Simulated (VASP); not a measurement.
Runs of VASP 6.6.1 on Ca3ZnSe4. The structure is cubic, space group P-43m (No. 215). Conventional cell: a = 6.382 Å, b = 6.382 Å, c = 6.382 Å, α = 90.00°, β = 90.00°, γ = 90.00°. Around Se (site symmetry 3m) lie 1 Zn at 2.54 Å and 3 Ca at 2.84 Å. Zn (site symmetry -43m) is surrounded by 4 Se at 2.54 Å. Ca (site symmetry -42m) is surrounded by 4 Se at 2.84 Å. The cell comes from a database or a generator and needn't be the stable form of this composition.

| task | level | potentials or basis | cell | k mesh | smearing | optimiser | other keys | gap on the mesh (eV) | pressure (GPa) | largest force (eV/Å) |
| --- | --- | --- | --- | --- | --- | --- | --- | --- | --- | --- |
| optical spectrum | PBEsol+rVV10 | VASP PAW PBE potentials, release 64 (Se, Zn, Ca_sv) | as given | 4 × 4 × 4 | gaussian 0.01 eV | - | - | 1.91 | -1.8 | 0.13 |
| relaxation of the atoms | vdW-DF-cx | VASP PAW PBE potentials, release 54 (Se, Zn, Ca_sv) | atoms relaxed from: atoms moved at random, drawn with an rms of 0.05 Å | 3 × 3 × 3 | gaussian 0.05 eV | vasp | - | 1.99 | -1.2 | - |
| single point | LDA | VASP PAW LDA potentials, release 64 (Se, Zn, Ca_sv) | volume scaled by 0.96 | 4 × 4 × 4 | fermi-dirac 0.02 eV | - | EDIFF = 1e-05; NBANDS = 37 | 1.91 | -1.6 | (a) |
| single point | PBE | VASP PAW PBE potentials, release 64 (Se, Zn, Ca_sv) | as given | 4 × 4 × 4 | gaussian 0.05 eV | - | - | 2.04 | 0.0 | (b) |
| relaxation of the atoms | PW91 | VASP PAW PBE potentials, release 64 (Se, Zn, Ca_sv) | atoms relaxed from: atoms moved at random, drawn with an rms of 0.05 Å | 3 × 3 × 3 | gaussian 0.05 eV | BFGSLineSearch | - | 2.04 | -0.1 | 0.01 |

Alike in all rows: no spin polarisation; cutoff (eV) 520.

Estimate the missing entries.

(a) 0.15; (b) 0.03.

Caveats: the PAW data sets were made with another functional, which shifts forces and pressure a little (some runs); an odd mesh through Γ misses points on the zone boundary, where band edges often lie (some runs); spectra need much finer meshes, so this one isn't converged (some runs); independent-particle spectra lack excitons (some runs).

A k mesh can miss the band edges, and the runs leave out spin-orbit coupling on Se.
